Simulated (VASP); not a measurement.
Output of a VASP run:

File OUTCAR:
```
 ion  position               nearest neighbor table
   1  0.000  0.000  0.000-   2 1.59   2 1.59   2 1.59   2 1.59
   2  0.250  0.250  0.250-   1 1.59   1 1.59   1 1.59   1 1.59
  LATTYP: Found a face centered cubic cell.
 ALAT       =     3.6613330058
 Subroutine PRICEL returns:
 Original cell was already a primitive cell.
 Subroutine GETGRP returns: Found 24 space group operations
The static configuration has the point symmetry T_d .
The dynamic configuration has the point symmetry T_d .
 Subroutine INISYM returns: Found 24 space group operations
 Subroutine IBZKPT returns following result:
 Found     47 irreducible k-points:

 Following reciprocal coordinates:
            Coordinates               Weight
  0.000000  0.000000  0.000000      1.000000
  0.100000  0.000000  0.000000      8.000000
  0.200000  0.000000  0.000000      8.000000
  0.300000  0.000000  0.000000      8.000000
  0.400000  0.000000  0.000000      8.000000
  0.500000  0.000000  0.000000      4.000000
  0.100000  0.100000  0.000000      6.000000
  0.200000  0.100000  0.000000     24.000000
  0.300000  0.100000  0.000000     24.000000
  0.400000  0.100000  0.000000     24.000000
  0.500000  0.100000  0.000000     24.000000
 -0.400000  0.100000  0.000000     24.000000
 -0.300000  0.100000  0.000000     24.000000
 -0.200000  0.100000  0.000000     24.000000
 -0.100000  0.100000  0.000000     12.000000
  0.200000  0.200000  0.000000      6.000000
  0.300000  0.200000  0.000000     24.000000
  0.400000  0.200000  0.000000     24.000000
  0.500000  0.200000  0.000000     24.000000
 -0.400000  0.200000  0.000000     24.000000
 -0.300000  0.200000  0.000000     24.000000
 -0.200000  0.200000  0.000000     12.000000
  0.300000  0.300000  0.000000      6.000000
  0.400000  0.300000  0.000000     24.000000
  0.500000  0.300000  0.000000     24.000000
 -0.400000  0.300000  0.000000     24.000000
 -0.300000  0.300000  0.000000     12.000000
  0.400000  0.400000  0.000000      6.000000
  0.500000  0.400000  0.000000     24.000000
 -0.400000  0.400000  0.000000     12.000000
  0.500000  0.500000  0.000000      3.000000
  0.300000  0.200000  0.100000     24.000000
  0.400000  0.200000  0.100000     48.000000
  0.500000  0.200000  0.100000     48.000000
 -0.400000  0.200000  0.100000     24.000000
  0.400000  0.300000  0.100000     24.000000
  0.500000  0.300000  0.100000     48.000000
 -0.400000  0.300000  0.100000     48.000000
 -0.300000  0.300000  0.100000     48.000000
 -0.200000  0.300000  0.100000     24.000000
 Subroutine IBZKPT_HF returns following result:
   k-points           NKPTS =     47   k-points in BZ     NKDIM =   1000   number of bands    NBANDS=      8
   number of dos      NEDOS =    301   number of ions     NIONS =      2
   total plane-waves  NPLWV =   8000
   dimension x,y,z NGX =    20 NGY =   20 NGZ =   20
   dimension x,y,z NGXF=    40 NGYF=   40 NGZF=   40
   ions per type =               1   1
   PREC   = accura    normal or accurate (medium, high low for compatibility)
   ISTART =      1    job   : 0-new  1-cont  2-samecut
   ICHARG =      0    charge: 1-file 2-atom 10-const
   ISPIN  =      1    spin polarized calculation?
   LNONCOLLINEAR =      F non collinear calculations
   LSORBIT =      F    spin-orbit coupling
   INIWAV =      1    electr: 0-lowe 1-rand  2-diag
   ENCUT  =  520.0 eV  38.22 Ry    6.18 a.u.   4.81  4.81  4.81*2*pi/ulx,y,z
   NELM   =     60;   NELMIN=  2; NELMDL=  0     # of ELM steps
   EDIFF  = 0.1E-05   stopping-criterion for ELM
   LREAL  =      F    real-space projection
   NLSPLINE    = F    spline interpolate recip. space projectors
   LMAXMIX     =    2 max onsite mixed and CHGCAR
   VOSKOWN=      0    Vosko Wilk Nusair interpolation
   EDIFFG = 0.1E-04   stopping-criterion for IOM
   NSW    =      0    number of steps for IOM
   NBLOCK =      1;   KBLOCK =      1    inner block; outer block
...
```

**OSZICAR**
```
       N       E                     dE             d eps       ncg     rms          rms(c)
DAV:   1    -0.203257845021E+02   -0.20326E+02   -0.28690E-01  1048   0.582E+00    0.471E-01
DAV:   2    -0.203263292703E+02   -0.54477E-03   -0.14623E-03  1024   0.459E-01    0.296E-01
DAV:   3    -0.203257624199E+02    0.56685E-03   -0.54994E-04   864   0.192E-01    0.167E-01
DAV:   4    -0.203256190325E+02    0.14339E-03   -0.14681E-04   816   0.107E-01    0.933E-02
DAV:   5    -0.203255765390E+02    0.42494E-04   -0.33236E-05   904   0.577E-02    0.507E-02
DAV:   6    -0.203255641364E+02    0.12403E-04   -0.92987E-06   872   0.318E-02    0.274E-02
DAV:   7    -0.203255604836E+02    0.36528E-05   -0.22465E-06   856   0.162E-02    0.150E-02
DAV:   8    -0.203255593437E+02    0.11399E-05   -0.60817E-07   448   0.869E-03    0.849E-03
DAV:   9    -0.203255590061E+02    0.33764E-06   -0.20174E-07   376   0.524E-03
   1 F= -.20325559E+02 E0= -.20325559E+02  d E =-.319474E-22
```

**OUTCAR**
```
------------------------ aborting loop because EDIFF is reached ----------------------------------------
  FORCE on cell =-STRESS in cart. coord.  units (eV):
  Direction    XX          YY          ZZ          XY          YZ          ZX
  --------------------------------------------------------------------------------------
  Total       -1.4847932     -1.4847932     -1.4847932     -0.0000000     -0.0000000      0.0000000
  in kB     -193.8736812   -193.8736812   -193.8736812     -0.0000000     -0.0000000      0.0000000
  external PRESSURE =    -193.8736812 kB  Pullay stress =       0.0000000 kB
  volume of cell :       12.27
      direct lattice vectors                 reciprocal lattice vectors
     0.000000000  1.830666503  1.830666503    -0.273124569  0.273124569  0.273124569
     1.830666503  0.000000000  1.830666503     0.273124569 -0.273124569  0.273124569
     1.830666503  1.830666503  0.000000000     0.273124569  0.273124569 -0.273124569
  FREE ENERGIE OF THE ION-ELECTRON SYSTEM (eV)
  ---------------------------------------------------
  free  energy   TOTEN  =       -20.3255590061 eV

  energy  without entropy=      -20.3255590061  energy(sigma->0) =      -20.32555901

  exchange ACFDT corr.  =         0.00000000  see jH, gK, PRB 81, 115126
```
(Selected blocks of OUTCAR.)

File POSCAR:
```
BN
1
    0.0000000000     1.8306665029     1.8306665029
    1.8306665029     0.0000000000     1.8306665029
    1.8306665029     1.8306665029     0.0000000000
B N
1 1
Direct
  0.0000000000   0.0000000000   0.0000000000
  0.2500000000   0.2500000000   0.2500000000
```

Question: Reconstruct the remaining input files.

Answer: This is not unique; one that fits is the input of the run itself, HSE06 screened hybrid, plane waves, VASP's PBE PAW potentials (set 64).

File KPOINTS:
```
Automatic mesh
0
G
10 10 10
0 0 0
```

INCAR:
```
! general
SYSTEM   = BN
PREC     = Accurate
ENCUT    = 520
LREAL    = .FALSE.
LASPH    = .TRUE.
ISYM     = 3

! electronic loop
EDIFF    = 1E-6
NELM     = 60
ALGO     = Normal

! smearing
ISMEAR   = 0
SIGMA    = 0.05

! functional
GGA      = PE
LHFCALC  = .TRUE.
AEXX     = 0.25
HFSCREEN = 0.2
PRECFOCK = Fast

! ions
ISIF     = 2

! output
LWAVE    = .FALSE.
LCHARG   = .FALSE.
```

POTCAR, in this order: B N (PBE.64 set). Program: vasp_std. Read from the step before: WAVECAR.

The compound is BN in the zinc blende structure. This cell is one point of a volume scan, at 1.03 of the reference volume. The cell's shape comes from a PBE relaxation.
